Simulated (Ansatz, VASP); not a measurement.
# One calculation of BaC5, two programs

INCAR

```
SYSTEM = BaC5
PREC = Accurate
ENCUT = 600
EDIFF = 1E-6
ISMEAR = 0
SIGMA = 0.1
LREAL = .FALSE.
LASPH = .TRUE.
NELM = 100
ALGO = Normal
ISIF = 3
LWAVE = .FALSE.
LCHARG = .FALSE.
GGA = PE
IBRION = 2
NSW = 100
EDIFFG = -0.01
```

File KPOINTS:

```
Automatic mesh
0
G
  9 9 14
  0 0 0
```

The input POSCAR:

```
BaC5
1.0
    5.1352948813      0.0000000000      0.0000000000
   -2.5676474407      4.4472958232      0.0000000000
    0.0000000000      0.0000000000      2.7599281016
Ba C
1 5
Direct
    0.0000000000      0.0000000000      0.0000000000
    0.5000000000      0.0000000000      0.0000000000
    0.0000000000      0.5000000000      0.0000000000
    0.5000000000      0.5000000000      0.0000000000
    0.3333333333      0.6666666667      0.5000000000
    0.6666666667      0.3333333333      0.5000000000
```

Input for Ansatz:

```yaml
crystal:
  lattice:
    - [5.1352948813, 0.0, 0.0]
    - [-2.5676474407, 4.4472958232, 0.0]
    - [0.0, 0.0, 2.7599281016]
  atoms:
    - { symbol: Ba, position: [0.0, 0.0, 0.0] }
    - { symbol: C, position: [0.5, 0.0, 0.0] }
    - { symbol: C, position: [0.0, 0.5, 0.0] }
    - { symbol: C, position: [0.5, 0.5, 0.0] }
    - { symbol: C, position: [0.3333333333, 0.6666666667, 0.5] }
    - { symbol: C, position: [0.6666666667, 0.3333333333, 0.5] }
basis:
  ecutwfc: 420
kpoints:
  mp_grid: { grid: [9, 9, 14] }
hamiltonian:
  xc: pbe
scf:
  occupations: { method: gaussian, width: 0.1 }
output:
  forces: true
  stress: true
  eigenvalues: true
  write_density: true
  write_potential: true
  elf: true
  volumetric_format: npy
relax:
  adjacent_minimum: "off"
  f_tol: 0.01
  max_steps: 80
  cell: { stress_tol: 0.05 }
```

Alike in both runs: task relaxation of cell and atoms; functional PBE; k mesh 9 × 9 × 14; occupations gaussian, width 0.1 eV; no spin polarisation.

|  | VASP | Ansatz |
| --- | --- | --- |
| version | VASP 6.6.1 | Ansatz 0.2.0 |
| potentials or method | VASP PAW PBE potentials, release 64 (Ba_sv, C) | scalar-relativistic, plane waves, PAW |
| plane-wave cutoff (eV) | 600 | 420 |
| valence electrons in the cell | 30 | 30 |

VASP gave:

| Property | Result |
| --- | --- |
| gap on the k mesh at the Fermi level, each at its own relaxed structure (eV) | none |
| relaxed volume (Å³/atom) | 10.85 |
| relaxed cell length with the largest relative difference (Å) | 2.788 |
| energy change over the relaxation (meV/atom) | -4 |

Q: Estimate Ansatz's values.

A: gap on the k mesh at the Fermi level, each at its own relaxed structure (eV): none; relaxed volume (Å³/atom): 10.49; relaxed cell length with the largest relative difference (Å): 2.752; energy change over the relaxation (meV/atom): 0.

A gap of «none» marks a metal or a gap that the smearing closes.

Spin-orbit coupling is left out, which matters for the levels of Ba.
